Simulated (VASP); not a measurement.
# SiC (Moissanite): time-dependent DFT spectra

Wanted: excitation energies of SiC (Moissanite) by functional. The cell is of the wurtzite type, one of the forms listed for this formula. The start is a cell from a database of measured crystal structures.

Method: LDA; plane waves and PAW (Si, C), in the first sound run; inputs show where later runs differ, in VASP 6.6.1.

## 1. The starting structure

Symmetry: P6_3mc, No. 186, hexagonal system. Conventional cell: a = 3.076 Å, b = 3.076 Å, c = 5.048 Å, α = 90.00°, β = 90.00°, γ = 120.00°. Si has 4 C at 1.87 to 1.94 Å nearest. C has 4 Si at 1.87 to 1.94 Å nearest. Farther neighbours are not listed.

Structure file:

```xyz
4
Lattice="3.0760 0.0000 0.0000 -1.5380 2.6639 0.0000 0.0000 0.0000 5.0480" Properties=species:S:1:pos:R:3 pbc="T T T"
Si    1.5380    0.8880    2.5240
Si    0.0000    1.7759    0.0000
C     1.5380    0.8880    4.4675
C     0.0000    1.7759    1.9435
```

## 2. Relaxation

The atoms are relaxed first inside the given cell, which is kept (ISIF = 2), since band edges depend on the positions.

Contents of INCAR:

```
SYSTEM = SiC
PREC = Accurate
ENCUT = 520
EDIFF = 1E-06
NELM = 100
ISMEAR = 0
SIGMA = 0.05
LREAL = .FALSE.
ALGO = Normal
GGA = CA
NBANDS = 14
LWAVE = .FALSE.
LCHARG = .FALSE.
KPAR = 4
IBRION = 2
NSW = 60
ISIF = 2
EDIFFG = -0.01
```

Contents of POSCAR:

```
SiC
1.0
    3.0760000000      0.0000000000      0.0000000000
   -1.5380000000      2.6638941420      0.0000000000
    0.0000000000      0.0000000000      5.0480000000
Si C
2 2
Direct
    0.6666666667      0.3333333333      0.5000000000
    0.3333333333      0.6666666667      0.0000000000
    0.6666666667      0.3333333333      0.8850000000
    0.3333333333      0.6666666667      0.3850000000
```

Contents of KPOINTS:

```
Automatic mesh
0
Gamma
8 8 4
0 0 0
```

The projector-augmented-wave data sets are Si and C (PBE family, release 64).

Started as:

```console
$ mpirun -np 4 vasp_std
```

Log:

```text
[banner, memory and clock lines left out]
running    4 mpi-ranks, on    1 nodes
 distrk:  each k-point on    1 cores,    4 groups
 distr:  one band on    1 cores,    1 groups

 POSCAR found type information on POSCAR SiC
 POSCAR found :  2 types and       4 ions
|                                                                             |
|               ----> ADVICE to this user running VASP <----                  |
|                                                                             |
|     You enforced a specific xc type in the INCAR file but a different       |
|     [... a line on the potential file left out ...]
|     I HOPE YOU KNOW WHAT YOU ARE DOING!                                     |
|                                                                             |

 LDA part: xc-table for (Slater(with rela. corr.)+CA(PZ))
 , standard interpolation
 POSCAR, INCAR and KPOINTS ok, starting setup
 FFT: planning ... GRIDC
 FFT: planning ... GRID_SOFT
 FFT: planning ... GRID
 WAVECAR not read
 entering main loop
       N       E                     dE             d eps       ncg     rms          rms(c)
DAV:   1     0.257185166039E+02    0.25719E+02   -0.73313E+03   840   0.103E+03
DAV:   2    -0.341252461912E+02   -0.59844E+02   -0.54735E+02  1236   0.170E+02
DAV:   3    -0.369814884668E+02   -0.28562E+01   -0.28412E+01  1116   0.348E+01
DAV:   4    -0.370079233104E+02   -0.26435E-01   -0.26429E-01   978   0.410E+00
DAV:   5    -0.370082608390E+02   -0.33753E-03   -0.33751E-03  1128   0.429E-01    0.117E+01
DAV:   6    -0.332806335845E+02    0.37276E+01   -0.87939E+00  1086   0.182E+01    0.496E+00
DAV:   7    -0.331684121918E+02    0.11222E+00   -0.10453E+00  1152   0.632E+00    0.225E+00
DAV:   8    -0.331304371565E+02    0.37975E-01   -0.65107E-02   972   0.165E+00    0.544E-01
DAV:   9    -0.331262189153E+02    0.42182E-02   -0.79309E-03  1092   0.602E-01    0.113E-01
DAV:  10    -0.331262828042E+02   -0.63889E-04   -0.73256E-04  1014   0.176E-01    0.525E-02
DAV:  11    -0.331262809198E+02    0.18843E-05   -0.23379E-05  1062   0.379E-02    0.196E-02
DAV:  12    -0.331262796989E+02    0.12209E-05   -0.26505E-06   938   0.104E-02    0.588E-03
DAV:  13    -0.331262794822E+02    0.21669E-06   -0.12025E-06   588   0.662E-03
   1 F= -.33126279E+02 E0= -.33126279E+02  d E =-.331263E+02
 curvature:   0.00 expect dE= 0.000E+00 dE for cont linesearch  0.000E+00
 trial: gam= 0.00000 g(F)=  0.106E+00 g(S)=  0.000E+00 ort = 0.000E+00 (trialstep = 0.100E+01)
 search vector abs. value=  0.106E+00
 bond charge predicted
       N       E                     dE             d eps       ncg     rms          rms(c)
DAV:   1    -0.331535425551E+02   -0.27263E-01   -0.70477E+00   864   0.204E+01    0.714E-01
DAV:   2    -0.331538218557E+02   -0.27930E-03   -0.93987E-02  1128   0.226E+00    0.351E-01
DAV:   3    -0.331499538507E+02    0.38680E-02   -0.56310E-03   972   0.666E-01    0.970E-02
DAV:   4    -0.331499883511E+02   -0.34500E-04   -0.20011E-03  1146   0.290E-01    0.587E-02
DAV:   5    -0.331499860666E+02    0.22845E-05   -0.57873E-05   936   0.598E-02    0.383E-02
DAV:   6    -0.331499844699E+02    0.15967E-05   -0.44218E-06  1044   0.157E-02    0.418E-03
DAV:   7    -0.331499838642E+02    0.60562E-06   -0.92442E-07   560   0.838E-03
   2 F= -.33149984E+02 E0= -.33149984E+02  d E =-.237044E-01
 trial-energy change:   -0.023704  1 .order   -0.019009   -0.106423    0.068405
 step:   0.6456(harm=  0.6087)  dis= 0.02313  next Energy=   -33.161896 (dE=-0.356E-01)
 bond charge predicted
       N       E                     dE             d eps       ncg     rms          rms(c)
DAV:   1    -0.331623058967E+02   -0.12321E-01   -0.89575E-01   846   0.734E+00    0.250E-01
DAV:   2    -0.331623904024E+02   -0.84506E-04   -0.12615E-02  1146   0.821E-01    0.127E-01
DAV:   3    -0.331618564211E+02    0.53398E-03   -0.85296E-04   942   0.258E-01    0.275E-02
DAV:   4    -0.331618727442E+02   -0.16323E-04   -0.25507E-04  1116   0.996E-02    0.216E-02
DAV:   5    -0.331618721547E+02    0.58952E-06   -0.38529E-06   912   0.158E-02
   3 F= -.33161872E+02 E0= -.33161872E+02  d E =-.355927E-01
 curvature:  -0.30 expect dE=-0.418E-07 dE for cont linesearch -0.418E-07
 trial: gam=-0.00114 g(F)=  0.139E-06 g(S)=  0.000E+00 ort = 0.121E-03 (trialstep = 0.929E+00)
 search vector abs. value=  0.100E-09
 reached required accuracy - stopping structural energy minimisation
```

It took 8.8 s on 4 MPI ranks of Intel Xeon Platinum 8259CL at 2.50GHz (Skylake/Cascade Lake), shared host; peak memory 0.54 GiB.

Lines that name or quote the potential files are left out of all logs, and their timing lines are given in words.

From OUTCAR (step 2):

```text
ion  position               nearest neighbor table
   1  0.667  0.333  0.500-   4 1.87   4 1.87   4 1.87   3 1.94   2 3.09   2 3.09   2 3.09   2 3.09
                             2 3.09   2 3.09
   2  0.333  0.667  0.000-   3 1.87   3 1.87   3 1.87   4 1.94   1 3.09   1 3.09   1 3.09   1 3.09
                             1 3.09   1 3.09
   3  0.667  0.333  0.885-   2 1.87   2 1.87   2 1.87   1 1.94
   4  0.333  0.667  0.385-   1 1.87   1 1.87   1 1.87   2 1.94

  LATTYP: Found a hexagonal cell.
 ALAT       =     3.0760000000
 C/A-ratio  =     1.6410923277

 Subroutine GETGRP returns: Found 12 space group operations
 (whereof  6 operations were pure point group operations)

The static configuration has the point symmetry C_3v.
 The point group associated with its full space group is C_6v.

 Found     30 irreducible k-points:

   k-points           NKPTS =     30   k-points in BZ     NKDIM =     30   number of bands    NBANDS=     14

   dimension x,y,z NGX =    24 NGY =   24 NGZ =   40
   dimension x,y,z NGXF=    48 NGYF=   48 NGZF=   80

   ENCUT  =  520.0 eV  38.22 Ry    6.18 a.u.   5.72  5.72  9.39*2*pi/ulx,y,z

   NELECT =      16.0000    total number of electrons

 k-points in reciprocal lattice and weights: Automatic mesh
   0.00000000  0.00000000  0.00000000       0.004
   0.12500000  0.00000000  0.00000000       0.023
   0.25000000  0.00000000  0.00000000       0.023
   0.37500000 -0.00000000  0.00000000       0.023
   0.50000000  0.00000000  0.00000000       0.012
   0.12500000  0.12500000  0.00000000       0.023
   0.25000000  0.12500000  0.00000000       0.047
   0.37500000  0.12500000  0.00000000       0.047
   0.25000000  0.25000000  0.00000000       0.023
[...]
0.25000000  0.25000000  0.50000000       0.023
   0.37500000  0.25000000  0.50000000       0.023

 average (electrostatic) potential at core
       1 -79.9334       2 -79.9334       3 -44.7820       4 -44.7820

 E-fermi :   8.3191

 k-point     1 :       0.0000    0.0000    0.0000
  band No.  band energies     occupation
    ...
      4       6.7393      2.00000
      5       6.7393      2.00000
      6       7.9517      2.00000
      7       8.0648      2.00000
      8       8.0648      2.00000
      9      12.8353      0.00000
     10      14.2829      0.00000
     11      14.6185      0.00000
     12      14.6185      0.00000
     13      15.7133      0.00000
    ...

 k-point     2 :       0.1250    0.0000    0.0000
  band No.  band energies     occupation
    ...
      4       5.3596      2.00000
      5       6.3024      2.00000
      6       7.1150      2.00000
      7       7.7579      2.00000
      8       7.9050      2.00000
      9      13.1954      0.00000
     10      14.4039      0.00000
     11      14.8852      0.00000
     12      15.1326      0.00000
     13      15.6954      0.00000
    ...

 k-point     3 :       0.2500    0.0000    0.0000
  band No.  band energies     occupation
    ...
      4       2.9295      2.00000
      5       5.1305      2.00000
      6       5.5231      2.00000
      7       7.0346      2.00000
      8       7.4536      2.00000
      9      12.0149      0.00000
     10      13.8268      0.00000
     11      15.2807      0.00000
     12      15.6158      0.00000
     13      16.0295      0.00000
    ...

  Total       -0.6765619     -0.6765619     -0.6602086      0.0000000      0.0000000      0.0000000
  in kB      -26.2056812    -26.2056812    -25.5722601      0.0000000      0.0000000      0.0000000
  external PRESSURE =     -25.9945408 kB  Pullay stress =       0.0000000 kB

  energy-cutoff  :      520.00
  volume of cell :       41.36
      direct lattice vectors                 reciprocal lattice vectors
     3.076000000  0.000000000  0.000000000     0.325097529  0.187695146  0.000000000
    -1.538000000  2.663894142  0.000000000     0.000000000  0.375390292  0.000000000
     0.000000000  0.000000000  5.048000000     0.000000000  0.000000000  0.198098257

 POSITION                                       TOTAL-FORCE (eV/Angst)
 -----------------------------------------------------------------------------------
      1.53800      0.88796      2.54713         0.000000      0.000000      0.000847
     -0.00000      1.77593      0.02313         0.000000      0.000000      0.000847
      1.53800      0.88796      4.44435         0.000000      0.000000     -0.000847
     -0.00000      1.77593      1.92035        -0.000000      0.000000     -0.000847
 -----------------------------------------------------------------------------------
    total drift:                               -0.000000     -0.000000     -0.001219

  FREE ENERGIE OF THE ION-ELECTRON SYSTEM (eV)
  ---------------------------------------------------
  free  energy   TOTEN  =       -33.1618721547 eV

  energy  without entropy=      -33.1618721547  energy(sigma->0) =      -33.16187215

 reached required accuracy - stopping structural energy minimisation

[... 3 further parts left out ...]
```

The PAW data sets were made with PBE, though LDA sets exist; this is a small mismatch. The run keeps the 12 symmetry operations of its start, so it cannot find a distortion of lower symmetry.

Relaxation path:

```
step  energy less that of the first step (eV)  largest force (eV/Å)
   1                                   0.0000                0.7426
   2                                  -0.0237                0.4773
   3                                  -0.0356                0.0008
```

The atoms that moved most (Å):

```
atom     dx     dy      dz  length
  C4  0.000  0.000  -0.023   0.023
 Si2  0.000  0.000   0.023   0.023
 Si1  0.000  0.000   0.023   0.023
  C3  0.000  0.000  -0.023   0.023
```

Final coordinates:

```
Si C
1.0
     3.07600    0.00000    0.00000
    -1.53800    2.66389    0.00000
     0.00000    0.00000    5.04800
Si C
2 2
Direct
  0.66667 0.33333 0.50458
  0.33333 0.66667 0.00458
  0.66667 0.33333 0.88042
  0.33333 0.66667 0.38042
```

This step gave:

- free energy (TOTEN): -33.16 eV
- Fermi energy: 8.319 eV
- pressure: -2.599 GPa

At LDA, with these data sets, the largest force is down to 8.5e-4 eV/Å.

## 3. Ground state at LDA

Many-body steps start from the orbitals of a self-consistent run, here LDA. EDIFF is tight for accurate orbitals, and a narrow smearing avoids fractional occupations.

Contents of INCAR:

```
SYSTEM = SiC
PREC = Accurate
ENCUT = 420
EDIFF = 1E-08
NELM = 100
ISMEAR = 0
SIGMA = 0.01
LREAL = .FALSE.
ALGO = Normal
GGA = CA
NBANDS = 14
LORBIT = 11
LWAVE = .TRUE.
LCHARG = .FALSE.
KPAR = 4
```

Contents of POSCAR:

```
SiC
1.0
    3.0760000000      0.0000000000      0.0000000000
   -1.5380000000      2.6638941420      0.0000000000
    0.0000000000      0.0000000000      5.0480000000
Si C
2 2
Direct
    0.6666666667      0.3333333333      0.5045819132
    0.3333333333      0.6666666667      0.0045819132
    0.6666666667      0.3333333333      0.8804180868
    0.3333333333      0.6666666667      0.3804180868
```

Contents of KPOINTS:

```
Automatic mesh
0
Gamma
6 6 4
0 0 0
```

Started as:

```console
$ mpirun -np 4 vasp_std
```

Log:

```text
[banner, memory and clock lines left out]
running    4 mpi-ranks, on    1 nodes
 distrk:  each k-point on    1 cores,    4 groups
 distr:  one band on    1 cores,    1 groups

 POSCAR found type information on POSCAR SiC
 POSCAR found :  2 types and       4 ions
 [... a notice as in an earlier step ...]

 LDA part: xc-table for (Slater(with rela. corr.)+CA(PZ))
 , standard interpolation
 POSCAR, INCAR and KPOINTS ok, starting setup
 FFT: planning ... GRIDC
 FFT: planning ... GRID_SOFT
 FFT: planning ... GRID
 WAVECAR not read
 entering main loop
       N       E                     dE             d eps       ncg     rms          rms(c)
DAV:   1     0.218460257560E+02    0.21846E+02   -0.63323E+03   588   0.862E+02
DAV:   2    -0.344140241572E+02   -0.56260E+02   -0.51145E+02   822   0.160E+02
DAV:   3    -0.369745554955E+02   -0.25605E+01   -0.25485E+01   792   0.333E+01
DAV:   4    -0.369986864967E+02   -0.24131E-01   -0.24126E-01   666   0.380E+00
DAV:   5    -0.369989962079E+02   -0.30971E-03   -0.30968E-03   792   0.404E-01    0.116E+01
DAV:   6    -0.333100930766E+02    0.36889E+01   -0.86754E+00   744   0.179E+01    0.497E+00
DAV:   7    -0.331946392701E+02    0.11545E+00   -0.10477E+00   786   0.623E+00    0.226E+00
DAV:   8    -0.331567082154E+02    0.37931E-01   -0.65365E-02   690   0.164E+00    0.541E-01
DAV:   9    -0.331524535350E+02    0.42547E-02   -0.80536E-03   726   0.601E-01    0.113E-01
DAV:  10    -0.331525153253E+02   -0.61790E-04   -0.69236E-04   714   0.172E-01    0.520E-02
DAV:  11    -0.331525141811E+02    0.11442E-05   -0.20845E-05   756   0.361E-02    0.192E-02
DAV:  12    -0.331525128779E+02    0.13032E-05   -0.26077E-06   666   0.977E-03    0.540E-03
DAV:  13    -0.331525126843E+02    0.19365E-06   -0.11341E-06   756   0.610E-03    0.127E-03
DAV:  14    -0.331525126905E+02   -0.61882E-08   -0.44859E-08   666   0.153E-03
   1 F= -.33152513E+02 E0= -.33152513E+02  d E =-.136833E-17
 writing wavefunctions
```

Wall time 4.8 s (4 MPI ranks); peak memory 0.49 GiB.

OUTCAR, selected parts (step 3):

```text
 Found     21 irreducible k-points:

   k-points           NKPTS =     21   k-points in BZ     NKDIM =     21   number of bands    NBANDS=     14

   dimension x,y,z NGX =    24 NGY =   24 NGZ =   36
   dimension x,y,z NGXF=    48 NGYF=   48 NGZF=   72

   ENCUT  =  420.0 eV  30.87 Ry    5.56 a.u.   5.14  5.14  8.44*2*pi/ulx,y,z

   NELECT =      16.0000    total number of electrons

 E-fermi :   8.1261

 k-point     1 :       0.0000    0.0000    0.0000
  band No.  band energies     occupation
    ...
      4       6.7431      2.00000
      5       6.7431      2.00000
      6       7.9576      2.00000
      7       8.0698      2.00000
      8       8.0698      2.00000
      9      12.8346      0.00000
     10      14.2816      0.00000
     11      14.6194      0.00000
     12      14.6194      0.00000
     13      15.7134      0.00000
    ...

 k-point     2 :       0.1667    0.0000    0.0000
  band No.  band energies     occupation
    ...
      4       4.5648      2.00000
      5       6.0472      2.00000
      6       6.5107      2.00000
      7       7.5910      2.00000
      8       7.7792      2.00000
      9      12.8448      0.00000
     10      14.7705      0.00000
     11      15.0985      0.00000
     12      15.3165      0.00000
     13      15.4044      0.00000
    ...

  Total       -0.8894571     -0.8894571     -0.9015242      0.0000000     -0.0000000      0.0000000
  in kB      -34.4518804    -34.4518804    -34.9192826      0.0000000     -0.0000000      0.0000000
  external PRESSURE =     -34.6076811 kB  Pullay stress =       0.0000000 kB

  energy-cutoff  :      420.00
  volume of cell :       41.36
      direct lattice vectors                 reciprocal lattice vectors
     3.076000000  0.000000000  0.000000000     0.325097529  0.187695146  0.000000000
    -1.538000000  2.663894142  0.000000000     0.000000000  0.375390292  0.000000000
     0.000000000  0.000000000  5.048000000     0.000000000  0.000000000  0.198098257

 POSITION                                       TOTAL-FORCE (eV/Angst)
 -----------------------------------------------------------------------------------
      1.53800      0.88796      2.54713        -0.000000     -0.000000     -0.004688
     -0.00000      1.77593      0.02313         0.000000      0.000000     -0.004688
      1.53800      0.88796      4.44435         0.000000      0.000000      0.004688
     -0.00000      1.77593      1.92035        -0.000000      0.000000      0.004688
 -----------------------------------------------------------------------------------
    total drift:                               -0.000000     -0.000000     -0.000033

  FREE ENERGIE OF THE ION-ELECTRON SYSTEM (eV)
  ---------------------------------------------------
  free  energy   TOTEN  =       -33.1525126905 eV

  energy  without entropy=      -33.1525126905  energy(sigma->0) =      -33.15251269

 total charge
# of ion       s       p       d       tot
------------------------------------------
    1        0.707   0.970   0.000   1.678
    2        0.707   0.970   0.000   1.678
    3        0.824   1.715   0.000   2.539
    4        0.824   1.715   0.000   2.539
--------------------------------------------------
tot          3.062   5.372   0.000   8.434

[... 3 parts as in an earlier step ...]

[... 7 further parts left out ...]
```

The gap is read on the k-mesh alone, so it is an upper bound where the band edges lie off the mesh.

A gap read on the k-mesh alone can miss the band edges.

This step gave:

* free energy (TOTEN): -33.15 eV
* Fermi energy: 8.126 eV
* pressure: -3.461 GPa
* gap on the k-mesh: 2.143 eV
* least direct gap on the k-mesh: 3.884 eV

(Continued in part 2 of 4.)

[Lines on the potential files, build, host, timing and source positions are cut from VASP's logs without a mark.]

[Logs are printed without paths, hosts, clocks, repeated set-up lines and the standing remarks that a program may print on its own settings, such as how far it seeks lower states.]

[Hosts, paths, dates, database ids (printed as entryN), source tags and the programs' standing remarks are cut or masked in the printed files.]

[Pressures printed for these runs are not shown converged in the cutoff: they can be off by several GPa and have the wrong sign.]
